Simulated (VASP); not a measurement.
## Mn (space group P6_3/mmc): computed properties

Method: r2SCAN meta-GGA, VASP's PBE PAW potentials (set 64) (plane waves; VASP).

For Mn, the space group comes out as P6_3/mmc (194). The cell is a = b = 2.449 Å, c = 3.992 Å, α = β = 90.00°, γ = 120.00°. The volume per atom is 10.37 Å³/atom and the band gap (over mesh and band path) is none (metal, semimetal or under 0.01 eV). The band gap with spin-orbit coupling is none (metallic) and the density is 8.80 g/cm³.

```
CELL_PARAMETERS angstrom
      2.44945     0.00000     0.00000
     -1.22473     2.12129     0.00000
      0.00000     0.00000     3.99160
ATOMIC_POSITIONS crystal
  Mn 0.66667 0.33333 0.75000
  Mn 0.33333 0.66667 0.25000
```

The structure comes from a computed database's Mn entry (P6_3/mmc); how it stands against other phases isn't given here. It was relaxed first. Symmetry was kept, so distortions that lower it aren't found. The run is not spin-polarised, so no magnetic state was tried.
